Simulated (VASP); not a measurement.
The system is CdSe.

```
CELL_PARAMETERS angstrom
0.00000 3.09841 3.09841
3.09841 0.00000 3.09841
3.09841 3.09841 0.00000
ATOMIC_POSITIONS crystal
Cd 0.00000 0.00000 0.00000
Se 0.75000 0.75000 0.75000
```

Measurements of this composition are mostly on another form, of space group No. 186.

```yaml
Program: VASP 6.6.1
Task: relaxation of cell and atoms
Functional: PBE
Dispersion: D3(BJ)
Potentials_or_basis: VASP PAW PBE potentials, release 64 (Cd, Se)
Cutoff: 600 eV
k_mesh: 10 × 10 × 10
Occupations: gaussian, width 0.02 eV
Spin: no spin polarisation
```

At the start: pressure -1.7 GPa; volume 29.75 Å³/atom.

Question: Where does the relaxation end?

Answer: Over 6 steps the energy falls by 5.8 meV/atom and the volume is 28.69 Å³/atom (-3.5 %); space group F-43m (No. 216, to 0.05 Å).

The path:
```tsv
step	energy change (eV)	largest force (eV/Å)	pressure (GPa)	volume (Å³)
1	0.0000	0.0000	-1.68	59.49
2	-0.0109	0.0000	0.47	56.84
3	-0.0117	0.0000	0.03	57.35
4	-0.0116	0.0000	-0.06	57.40
5	-0.0116	0.0000	-0.05	57.39
6	-0.0116	0.0000	-0.03	57.38
```

Final structure:
```
CELL_PARAMETERS angstrom
0.00000 3.06138 3.06138
3.06138 0.00000 3.06138
3.06138 3.06138 0.00000
ATOMIC_POSITIONS crystal
Cd 0.00000 0.00000 0.00000
Se 0.75000 0.75000 0.75000
```
